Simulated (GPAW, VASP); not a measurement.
This is a calculation of AlFe3B for VASP 6.6.1. The cell comes from a database or a generator and needn't be the stable form of this composition.

File INCAR:

```
ALGO = Normal
EDIFF = 1E-7
ENCUT = 520
GGA = PS
ISIF = 2
ISMEAR = -1
ISPIN = 2
KPAR = 2
LASPH = T
LCHARG = F
LMAXMIX = 4
LORBIT = 11
LREAL = F
LWAVE = F
MAGMOM = 3 3 3 0 0
NBANDS = 27
NELM = 120
PREC = Accurate
SIGMA = 0.05
```

Contents of KPOINTS:

```
k-points
0
Gamma
  7 7 7
```

Contents of POSCAR:

```
AlFe3B
1.0
    3.8223220000      0.0000000000      0.0000000000
    0.0000000000      3.8223220000      0.0000000000
    0.0000000000      0.0000000000      3.8223220000
Fe Al B
3 1 1
Direct
    0.0000000000      0.0000000000      0.5000000000
    0.0000000000      0.5000000000      0.0000000000
    0.5000000000      0.0000000000      0.0000000000
    0.5000000000      0.5000000000      0.5000000000
    0.0000000000      0.0000000000      0.0000000000
```

Potentials or basis: VASP PAW PBE potentials, release 64 (Fe, Al, B).

Run with:

```bash
$ cat potpaw_PBE.64/Fe/POTCAR potpaw_PBE.64/Al/POTCAR potpaw_PBE.64/B/POTCAR > POTCAR
$ mpirun -np 2 vasp_std > vasp.out
```

Problem. What does the same run look like in GPAW 26.7.0 (ASE script)? Potentials or basis there: PAW data sets generated for this functional, cutoff 800 eV.

Solution. As run (cutoffs and basis follow the program's own potentials, and thresholds, step limits or extra output files can differ):

File run.py:

```python
from ase import Atoms
from ase.dft.bandgap import bandgap
from ase.io import write
from ase.units import Bohr, GPa
from gpaw import GPAW, PW, setup_paths
from gpaw.elf import elf_from_dft_calculation

setup_paths.insert(0, '.')

atoms = Atoms(['Fe', 'Fe', 'Fe', 'Al', 'B'],
              cell=[[3.822322, 0.0, 0.0],
                    [0.0, 3.822322, 0.0],
                    [0.0, 0.0, 3.822322]],
              scaled_positions=[[0.0, 0.0, 0.5],
                                [0.0, 0.5, 0.0],
                                [0.5, 0.0, 0.0],
                                [0.5, 0.5, 0.5],
                                [0.0, 0.0, 0.0]],
              pbc=True)
atoms.set_initial_magnetic_moments([3.0, 3.0, 3.0, 0.0, 0.0])

calc = GPAW(mode=PW(800),
            xc='PBEsol',
            kpts={'size': (7, 7, 7), 'gamma': True},
            occupations={'name': 'fermi-dirac', 'width': 0.05},
            nbands=33,
            convergence={'density': 1e-05, 'energy': 1e-05},
            maxiter=150,
            txt='gpaw.txt')
atoms.calc = calc
energy = atoms.get_potential_energy()
forces = atoms.get_forces()
stress = atoms.get_stress()
calc.write('gs.gpw')
write('result.traj', atoms)
print(f'Energy: {energy:.6f} eV')
print('Forces (eV/A):')
print(forces.round(4))
print('Stress (GPa):', (stress / GPa).round(3))
print('Moments:', calc.get_magnetic_moments().round(3))
print('Fermi level:', round(calc.get_fermi_level(), 4), 'eV')
print(f'Gap: {bandgap(calc)[0]:.4f} eV, direct: {bandgap(calc, direct=True)[0]:.4f} eV')

# fields on the real-space grid
write('density.cube', atoms, data=calc.get_pseudo_density() * Bohr**3)
write('potential.cube', atoms, data=calc.get_electrostatic_potential())
write('spin.cube', atoms, data=(calc.get_pseudo_density(spin=0) - calc.get_pseudo_density(spin=1)) * Bohr**3)
write('elf.cube', atoms, data=elf_from_dft_calculation(calc).data)
```

Potentials or basis: PAW data sets generated in the run's folder for this functional, pw.

The run is started by

```sh
$ gpaw-setup -f PBEsol Al B Fe
$ OMP_NUM_THREADS=1 python run.py
```

Both were run:

|  | VASP | GPAW |
| --- | --- | --- |
| Pressure | -7.1 GPa | -5.6 GPa |
| Net moment | 4.11 μB per cell | 4.12 μB per cell |

VASP's potentials were made for PBE.

The magnetic state is the one that the start led to; the real crystal's order can differ.

Pressure is positive in compression.
